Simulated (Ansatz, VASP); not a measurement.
## AgB4 and spin-orbit coupling, program beside program

```
Ag B
1.0
     3.03213    0.00000    0.00000
    -1.51607    2.62591    0.00000
     0.00000    0.00000    5.69874
Ag B
1 4
Cartesian
  0.0000 0.0000 0.0000
  0.0000 1.7506 3.7894
  1.5161 0.8753 3.7894
  0.0000 1.7506 1.9094
  1.5161 0.8753 1.9094
```

The cell comes from a database or a generator and needn't be the stable form of this composition.

Kept alike: task band structure; functional PBE; k mesh 7 × 7 × 4; occupations fermi-dirac, width 0.05 eV. The mesh is that of the run's cell of 5 atoms.

- A: Ansatz, Ansatz PAW, cutoff 420 eV
- B: VASP, PBE PAW files Ag, B, 520 eV

```csv
spin-orbit coupling,A: pressure (GPa),B: pressure (GPa)
off,5.29,5.24
on,5.23,5.18
```

Pressure is positive in compression; plane-wave values hold the error of the finite cutoff, which Ansatz corrects.

Q: How large is the effect of spin-orbit coupling, and do the programs agree on it?

A: From off to on the pressure moves by -0.06 in A, -0.06 in B (GPa). Row by row the programs differ by 0.05 to 0.05, and over this span the shifts, as printed, agree within 1 %.
